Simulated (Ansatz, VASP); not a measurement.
# Cross-check of Zn (Zinc) between VASP and Ansatz

Aim: how closely do two programs agree when they are given the same cell, functional and k mesh? The cell is taken from a series of runs on this material, whose earlier steps may have relaxed, scaled, displaced or heated it; both programs get it as it stands.

Main program and level: Ansatz 0.2.0; plane waves, with VASP 6.6.1 beside it; zone-centre phonons at PBE.

## (1) The starting structure

Symmetry: P6_3/mmc, No. 194, hexagonal system. The conventional cell has a = 2.620 Å, b = 2.620 Å, c = 5.206 Å, α = 90.00°, β = 90.00°, γ = 120.00°. Nearest to Zn lie 6 Zn at 2.62 Å.

## (2) Ansatz: zone-centre phonons, PBE

Ansatz runs on its PAW soft_1 files.

Second derivatives magnify differences that forces hide, and they need a tight electronic threshold.

The input, input.yaml:

```yaml
crystal:
  lattice:
    - [2.6202770923, 0.0, 0.0]
    - [-1.3101385462, 2.2692265269, 0.0]
    - [0.0, 0.0, 5.205880982]
  atoms:
    - { symbol: Zn, position: [0.3333333333, 0.6666666667, 0.25] }
    - { symbol: Zn, position: [0.6666666667, 0.3333333333, 0.75] }
kpoints:
  mp_grid: { grid: [9, 9, 4] }
hamiltonian:
  xc: pbe
  pseudopotentials: { kind: paw, azcp: { folder: soft_1 } }
scf:
  occupations: { method: methfessel_paxton, width: 0.2 }
output:
  eigenvalues: true
phonons:
  method: dfpt
  qmesh: [3, 3, 2]
  temperatures: { t_max: 1000, t_step: 50 }
  qpath:
    path:
      - [[0.0, 0.0, 0.0], [0.5, 0.0, 0.0], [0.33333333, 0.33333333, 0.0], [0.0, 0.0, 0.0], [0.0, 0.0, 0.5], [0.5, 0.0, 0.5], [0.33333333, 0.33333333, 0.5], [0.0, 0.0, 0.5]]
      - [[0.5, 0.0, 0.5], [0.5, 0.0, 0.0]]
    npoints: 6
  electrical_resistivity:
    mesh: [18, 18, 8]
    temperatures: [20.0, 50.0, 80.0, 100.0, 150.0, 200.0, 273.0, 300.0, 400.0, 500.0, 600.0, 800.0]
  superconductivity: { mesh: [18, 18, 8] }
```

Run with:

```
$ ansatz run input.yaml --threads 16 --pin off --max-ram 92160MiB --backend cuda --events-out ev --progress --plain --runs-dir out --max-vram 78GiB
```

Numbers of over 12 decimals in the logs are rounded to 6 here.

What it wrote:

```text
Engine: ansatz 0.2.0, aarch64-unknown-linux-gnu
Pseudopotentials: kind: paw
Pseudopotential: Zn, paw, valence charge 12, recommended cutoff 420 eV (normal), soft_1/Zn.paw.azcp
Functional definition: PBE
  parameter kappa = 0.804
  parameter beta = 0.066725
  exchange = pbe_x(kappa = kappa, mu = beta*pi^2/3)
  correlation = pbe_c(beta = beta)
[...]
Crystal: 2 atoms, lattice volume = 30.954 Å³
Basis set: ecut = 420 eV, 623 PW (Γ), exchange–correlation on 36×36×72 points (8 copies of the dense FFT grid, shifted against one another)
Bands: 16, of which v1, the nominal top of the filled ones, is band 12 counted from 1 (11 counted from 0)
Symmetry: 24 space group operations
k-points: 36 of 324
Non-local potential: Zn, projectors of the file, l = 0: 2, l = 1: 2, l = 2: 3, l = 3: 1
PAW form: soft (Blöchl's): semilocal exchange-correlation on the pseudo side does not see the compensation charge
PAW one-centre angular grid: Zn, 590 points (default); XC on 64 Gauss nodes
Initial density: superposition of atomic densities (chi_scale 0.1, normalization cell)
Initial wavefunctions: pseudopotential atomic-orbital guess
[...]
Functional: x = pbe(κ = 0.804, μ = 0.219515), c = pbe(β = 0.066725)
SCF iter   1: F=—  HF=-6638.263819 eV  |F-HF|=—  |Δ(HF+E_count)|=         —  Δρ=5.57e-2  dr2=7.60e-1  ethr=3.10e-3  ⟨swp⟩=5.5  Hψ=3217  notcnv=0
preconditioner: auto → none  [insulator: Δε(μ)=0.408 eV  Ē_g=12.370 eV  σ=0.200 eV  W_gap=0.77  n_scr=4 (ndim 8)  ℏωp=32.7 eV  f_vac=0.000  D(μ)=0.59/eV (n_scr^D=2)  ε∞_Penn≈8.0]
SCF iter   2: F=—  HF=-6638.139494 eV  |F-HF|=—  |Δ(HF+E_count)|=   1.24e-1  S|Δr|=    0.00e0  Δρ=4.02e-2  dr2=1.82e-1  ethr=3.10e-3  ⟨swp⟩=2.0  Hψ=1428  notcnv=0
[...]
SCF iter   8: F=-6638.055912 eV  HF=-6638.055912 eV  |F-HF|=1.82e-12  |Δ(HF+E_count)|=  8.51e-10  S|Δr|=    0.00e0  Δρ=1.65e-7  dr2=6.30e-12  ethr=1.00e-12  ⟨swp⟩=8.5  Hψ=4590  notcnv=0
SCF 1 converged in 8 iterations: F = -6638.055912 eV  dr2 = 6.30e-12
  greatest PAW one-centre occupation: 0.982 electrons in one spin orbital (limit 2), on the Zn atom at site 0 (counted from 0), in its partial waves of l = 2
[...]
NSCF: frozen V_eff on 36 k-points, pencils in batches of 32, up to order 64
[...]
NSCF: frozen V_eff on 36 k-points
[...]
DFPT response loops at q = (0, 0, 0) (fractional): preconditioner auto → Kerker (q_TF=auto, 2.615 Å⁻¹) (partly filled bands, converged f_vac=0.000); β = 1.00, the filter's whole step (`scf.mixing.beta` (0.50) is not read by the response loops under this deck's `scf.mixing.preconditioner`; to damp them name `kerker` or `kerker_dos`, under which they read `scf.mixing.beta`, and type it under 1.00, their step now; both keys bind the ground state too); Anderson in place of MSR1; while a model of the screening serves, it and β = 1 on shorter waves in the place of filter and β
[...]
NSCF: frozen V_eff on 36 k-points
[...]
DFPT response loops at q = (0, 0, -0.5) (fractional): mixed as the last ones told, above
[...]
DFPT response loops at q = (0, 0.333333, 0) (fractional): mixed as the last ones told, above
[...]
DFPT response loops at q = (0, 0.333333, -0.5) (fractional): mixed as the last ones told, above
[...]
DFPT response loops at q = (0.333333, 0.333333, 0) (fractional): mixed as the last ones told, above
[...]
DFPT response loops at q = (0.333333, 0.333333, -0.5) (fractional): mixed as the last ones told, above
[...]
SCF iter   1: F=—  HF=-6638.263819 eV  |F-HF|=—  |Δ(HF+E_count)|=         —  Δρ=5.57e-2  dr2=7.60e-1  ethr=3.10e-3  ⟨swp⟩=5.5  Hψ=3217  notcnv=0
SCF iter   2: F=—  HF=-6638.139494 eV  |F-HF|=—  |Δ(HF+E_count)|=   1.24e-1  S|Δr|=    0.00e0  Δρ=4.02e-2  dr2=1.82e-1  ethr=3.10e-3  ⟨swp⟩=2.0  Hψ=1428  notcnv=0
SCF iter   3: F=—  HF=-6638.056888 eV  |F-HF|=—  |Δ(HF+E_count)|=   8.26e-2  S|Δr|=    0.00e0  Δρ=9.72e-3  dr2=1.96e-2  ethr=7.59e-4  ⟨swp⟩=2.0  Hψ=1419  notcnv=0
SCF iter   4: F=—  HF=-6638.055608 eV  |F-HF|=—  |Δ(HF+E_count)|=   1.28e-3  S|Δr|=    0.00e0  Δρ=2.59e-3  dr2=6.60e-4  ethr=8.19e-5  ⟨swp⟩=2.2  Hψ=1001  notcnv=0
SCF iter   5: F=—  HF=-6638.055848 eV  |F-HF|=—  |Δ(HF+E_count)|=   2.40e-4  S|Δr|=    0.00e0  Δρ=5.18e-4  dr2=4.06e-5  ethr=2.75e-6  ⟨swp⟩=2.1  Hψ=1012  notcnv=0
[...]
SCF 2 converged in 8 iterations: F = -6638.055912 eV  dr2 = 6.32e-12
[...]
SCF converged after 8 iterations
[...]
mean free path at 50 K (of a tensor a third of its trace): 77.1 nm by what each carries, 69.1 by the Fermi surface alone
  Hall coefficient in a weak field at 50 K (a third of the trace): 8.172e-11 m³/C (as a tensor it moves by 11.2 % between the two finest meshes); by each state's relaxation time: 1.288e-10 m³/C; by a constant relaxation time: 1.834e-12 m³/C
  mean free path at 80 K (of a tensor a third of its trace): 40.4 nm by what each carries, 36.9 by the Fermi surface alone
  Hall coefficient in a weak field at 80 K (a third of the trace): 7.334e-11 m³/C (as a tensor it moves by 11.5 % between the two finest meshes); by each state's relaxation time: 1.174e-10 m³/C; by a constant relaxation time: 1.797e-12 m³/C
  mean free path at 100 K (of a tensor a third of its trace): 30.7 nm by what each carries, 28.1 by the Fermi surface alone
  Hall coefficient in a weak field at 100 K (a third of the trace): 7.074e-11 m³/C (as a tensor it moves by 11.2 % between the two finest meshes); by each state's relaxation time: 1.131e-10 m³/C; by a constant relaxation time: 1.717e-12 m³/C
  mean free path at 150 K (of a tensor a third of its trace): 19.4 nm by what each carries, 17.8 by the Fermi surface alone
  Hall coefficient in a weak field at 150 K (a third of the trace): 6.775e-11 m³/C (as a tensor it moves by 10.9 % between the two finest meshes); by each state's relaxation time: 1.080e-10 m³/C; by a constant relaxation time: 1.663e-12 m³/C
  mean free path at 200 K (of a tensor a third of its trace): 14.2 nm by what each carries, 13.1 by the Fermi surface alone
  Hall coefficient in a weak field at 200 K (a third of the trace): 6.685e-11 m³/C (as a tensor it moves by 11.4 % between the two finest meshes); by each state's relaxation time: 1.063e-10 m³/C; by a constant relaxation time: 1.878e-12 m³/C
  mean free path at 273 K (of a tensor a third of its trace): 10.3 nm by what each carries, 9.52 by the Fermi surface alone
  Hall coefficient in a weak field at 273 K (a third of the trace): 6.667e-11 m³/C (as a tensor it moves by 12.6 % between the two finest meshes); by each state's relaxation time: 1.057e-10 m³/C; by a constant relaxation time: 2.357e-12 m³/C
  mean free path at 300 K (of a tensor a third of its trace): 9.38 nm by what each carries, 8.65 by the Fermi surface alone
  Hall coefficient in a weak field at 300 K (a third of the trace): 6.669e-11 m³/C (as a tensor it moves by 13.1 % between the two finest meshes); by each state's relaxation time: 1.057e-10 m³/C; by a constant relaxation time: 2.522e-12 m³/C
  mean free path at 400 K (of a tensor a third of its trace): 7.01 nm by what each carries, 6.47 by the Fermi surface alone
  Hall coefficient in a weak field at 400 K (a third of the trace): 6.671e-11 m³/C (as a tensor it moves by 14.4 % between the two finest meshes); by each state's relaxation time: 1.056e-10 m³/C; by a constant relaxation time: 2.966e-12 m³/C
  mean free path at 500 K (of a tensor a third of its trace): 5.61 nm by what each carries, 5.17 by the Fermi surface alone
  Hall coefficient in a weak field at 500 K (a third of the trace): 6.653e-11 m³/C (as a tensor it moves by 15.0 % between the two finest meshes); by each state's relaxation time: 1.054e-10 m³/C; by a constant relaxation time: 3.175e-12 m³/C
  mean free path at 600 K (of a tensor a third of its trace): 4.67 nm by what each carries, 4.31 by the Fermi surface alone
  Hall coefficient in a weak field at 600 K (a third of the trace): 6.622e-11 m³/C (as a tensor it moves by 15.4 % between the two finest meshes); by each state's relaxation time: 1.050e-10 m³/C; by a constant relaxation time: 3.240e-12 m³/C
  mean free path at 800 K (of a tensor a third of its trace): 3.50 nm by what each carries, 3.23 by the Fermi surface alone
  Hall coefficient in a weak field at 800 K (a third of the trace): 6.545e-11 m³/C (as a tensor it moves by 15.4 % between the two finest meshes); by each state's relaxation time: 1.043e-10 m³/C; by a constant relaxation time: 3.168e-12 m³/C
  the resistivity times a path that all electrons share, by the Fermi surface of the deck's mesh alone (a third of the trace): 1.003e-15 Ω·m²
  not converged in the mesh (λ; λ_tr; the resistivity at 20 K by 14.41 %; the resistivity at 50 K by 17.64 %; the resistivity at 80 K by 18.39 %; the resistivity at 100 K by 18.63 %; the resistivity at 150 K by 19.04 %; the resistivity at 200 K by 19.35 %; the resistivity at 273 K by 19.70 %; the resistivity at 300 K by 19.81 %; the resistivity at 400 K by 20.16 %; the resistivity at 500 K by 20.47 %; the resistivity [...]
  vibrations of 18 cells: unjudged by the run; compare a larger repeat
  the changes of the potential over all sites missed a rigid shift's by 0.00 % (the site terms' by 0.00 %)
  at the force constants' own smearing the fine mesh and the k-points of their solves give squared frequencies that differ by 52.6 % of the larger at the most, at (0, 0, -0.5)
[the section on superconductivity is kept apart]
```

[end of part 1 of 2]

[Lines on the potential files, build, host, timing and source positions are cut from VASP's logs without a mark.]

[Logs are printed without paths, hosts, clocks, repeated set-up lines and the standing remarks that a program may print on its own settings, such as how far it seeks lower states.]

[Hosts, paths, dates, database ids (printed as entryN), source tags and the programs' standing remarks are cut or masked in the printed files.]
